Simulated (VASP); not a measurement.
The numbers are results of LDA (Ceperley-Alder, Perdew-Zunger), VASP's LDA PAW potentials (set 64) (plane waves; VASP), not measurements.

VASP input:

File KPOINTS:
```
Regular mesh
0
G
3 3 3
```

**POSCAR**
```
Ni3(PbSe)2
1
    2.8083500000     1.6214020000     4.7620000000
   -2.8083500000     1.6214020000     4.7620000000
    0.0000000000    -3.2428030000     4.7620000000
Ni Se Pb
3 2 2
Direct
  0.0000000000   0.0000000000   0.5000000000
  0.5000000000   0.0000000000   0.0000000000
  0.0000000000   0.5000000000   0.0000000000
  0.2809000000   0.2809000000   0.2809000000
  0.7191000000   0.7191000000   0.7191000000
  0.5000000000   0.5000000000   0.5000000000
  0.0000000000   0.0000000000   0.0000000000
```

INCAR:
```
SYSTEM = Ni3(PbSe)2
PREC = Accurate
ENCUT = 300
EDIFF = 1E-6
NELM = 100
ALGO = Normal
LREAL = .FALSE.
LASPH = .TRUE.
ISMEAR = 0
SIGMA = 0.1
LMAXMIX = 4
LWAVE = .FALSE.
LCHARG = .FALSE.
ISIF = 2
ISPIN = 2
MAGMOM = 2.0 2.0 2.0 0.0 0.0 0.0 0.0
LORBIT = 11
```

POTCAR, in this order: Ni Se Pb_d (LDA.64 set). Program: vasp_std.

What VASP printed:

**OSZICAR**
```
       N       E                     dE             d eps       ncg     rms          rms(c)
DAV:   1     0.571230099966E+03    0.57123E+03   -0.22551E+04  1080   0.126E+03
DAV:   2     0.175998303073E+02   -0.55363E+03   -0.53642E+03  1095   0.371E+02
DAV:   3    -0.371428273014E+02   -0.54743E+02   -0.53052E+02  1259   0.145E+02
DAV:   4    -0.394822509105E+02   -0.23394E+01   -0.23244E+01  1222   0.316E+01
DAV:   5    -0.395692321596E+02   -0.86981E-01   -0.86960E-01  1477   0.612E+00    0.205E+01
DAV:   6    -0.457724923877E+02   -0.62033E+01   -0.44515E+01  1186   0.733E+01    0.250E+01
DAV:   7    -0.384729490980E+02    0.72995E+01   -0.17410E+01  1265   0.581E+01    0.479E+00
DAV:   8    -0.385415345212E+02   -0.68585E-01   -0.31027E+00  1438   0.125E+01    0.379E+00
DAV:   9    -0.384475843869E+02    0.93950E-01   -0.59146E-01  1184   0.792E+00    0.725E-01
DAV:  10    -0.384465250359E+02    0.10594E-02   -0.34187E-02  1248   0.161E+00    0.407E-01
DAV:  11    -0.384461375278E+02    0.38751E-03   -0.33098E-03  1442   0.495E-01    0.180E-01
DAV:  12    -0.384460828387E+02    0.54689E-04   -0.38531E-04  1552   0.179E-01    0.732E-02
DAV:  13    -0.384460878976E+02   -0.50589E-05   -0.72513E-05  1389   0.770E-02    0.276E-02
DAV:  14    -0.384460924755E+02   -0.45778E-05   -0.13628E-05  1283   0.392E-02    0.132E-02
DAV:  15    -0.384460919903E+02    0.48513E-06   -0.37473E-06  1021   0.198E-02
   1 F= -.38446092E+02 E0= -.38432740E+02  d E =-.267036E-01  mag=     0.0003
```

**OUTCAR**
```
------------------------ aborting loop because EDIFF is reached ----------------------------------------
  FORCE on cell =-STRESS in cart. coord.  units (eV):
  Direction    XX          YY          ZZ          XY          YZ          ZX
  --------------------------------------------------------------------------------------
  Total       -4.4337538     -4.4337540     -4.4614753      0.0000000     -0.0000003     -0.0000000
  in kB      -54.6008830    -54.6008856    -54.9422690      0.0000000     -0.0000038     -0.0000000
  external PRESSURE =     -54.7146792 kB  Pullay stress =       0.0000000 kB
  volume of cell :      130.10
      direct lattice vectors                 reciprocal lattice vectors
     2.808350000  1.621402000  4.762000000     0.178040486  0.102791720  0.069998593
    -2.808350000  1.621402000  4.762000000    -0.178040486  0.102791720  0.069998593
     0.000000000 -3.242803000  4.762000000     0.000000000 -0.205583441  0.069998614
 POSITION                                       TOTAL-FORCE (eV/Angst)
 -----------------------------------------------------------------------------------
      0.00000     -1.62140      2.38100         0.000000     -0.000000     -0.000000
      1.40417      0.81070      2.38100         0.000000     -0.000000     -0.000000
     -1.40417      0.81070      2.38100        -0.000000     -0.000000      0.000000
      0.00000      0.00000      4.01294        -0.000000     -0.000000     -0.590679
      0.00000      0.00000     10.27306        -0.000000      0.000000      0.590679
      0.00000      0.00000      7.14300        -0.000000     -0.000000      0.000000
      0.00000      0.00000      0.00000        -0.000000     -0.000000     -0.000000
 -----------------------------------------------------------------------------------
    total drift:                               -0.000000      0.000000      0.000000
  FREE ENERGIE OF THE ION-ELECTRON SYSTEM (eV)
  ---------------------------------------------------
  free  energy   TOTEN  =       -38.4460919903 eV

  energy  without entropy=      -38.4193884052  energy(sigma->0) =      -38.43274020

 total charge

# of ion       s       p       d       tot
------------------------------------------
    1        0.414   0.420   8.479   9.313
    2        0.414   0.420   8.479   9.313
    3        0.414   0.420   8.479   9.313
    4        1.462   2.334   0.075   3.870
    5        1.462   2.334   0.075   3.870
    6        1.370   0.778   9.826  11.973
    7        1.386   0.716   9.826  11.928
--------------------------------------------------
tot          6.921   7.420  45.239  59.580

 magnetization (x)

# of ion       s       p       d       tot
------------------------------------------
    1        0.000   0.000   0.000   0.000
    2        0.000   0.000   0.000   0.000
    3        0.000   0.000   0.000   0.000
    4       -0.000   0.000   0.000   0.000
    5       -0.000   0.000   0.000   0.000
    6        0.000  -0.000   0.000  -0.000
    7        0.000  -0.000   0.000  -0.000
--------------------------------------------------
tot          0.000   0.000   0.000   0.000
```
(Selected blocks of OUTCAR.)

At this cut-off the stress carries a Pulay error, which pulls relaxed volumes low. The moments were started parallel, and other spin orders were not tried in this run.

The structure comes from a measured Ni3Pb2Se2 entry of the Crystallography Open Database, whose conditions weren't checked. The cell was not relaxed at this level. The k-mesh is coarse (spacing up to 0.45 per Å, 2π included), so the numbers may not be converged in it.
